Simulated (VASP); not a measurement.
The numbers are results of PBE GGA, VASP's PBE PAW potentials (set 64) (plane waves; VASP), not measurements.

A VASP calculation is set up with these files.

### INCAR
```
SYSTEM = Cl2
PREC = Accurate
ENCUT = 300
EDIFF = 1E-6
NELM = 100
ALGO = Normal
LREAL = .FALSE.
LASPH = .TRUE.
ISMEAR = -1
SIGMA = 0.1
GGA = PE
LWAVE = .FALSE.
LCHARG = .FALSE.
ISIF = 2
```

### KPOINTS
```
Automatic
0
Gamma
6 6 4
```

### POSCAR
```
Cl2
1
    3.1174570000     0.0000000000     0.0000000000
   -1.5587290000     2.6997970000     0.0000000000
    0.0000000000     0.0000000000     5.0614850000
Cl
2
Direct
  0.3327610000   0.6497760000   0.2448850000
  0.6672390000   0.3502240000   0.7551150000
```

POTCAR, in this order: Cl (PBE.64 set). Program: vasp_std.

Problem. What will the output report for the number of irreducible k-points (NKPTS), largest plane-wave count, number of space-group operations, FFT grid (NGX, NGY, NGZ)?

Solution. 
| Item | Result |
|---|---|
| number of irreducible k-points (NKPTS) | 76 |
| largest plane-wave count | 525 |
| number of space-group operations | 2 |
| FFT grid (NGX, NGY, NGZ) | 18 × 18 × 30 |

The structure was generated: Cl2 was put into an ordered model structure, which need not be its known phase. The cell was not relaxed at this level, atoms are displaced from their ideal sites. The k-mesh is coarse (spacing up to 0.39 per Å, 2π included), so the numbers may not be converged in it.
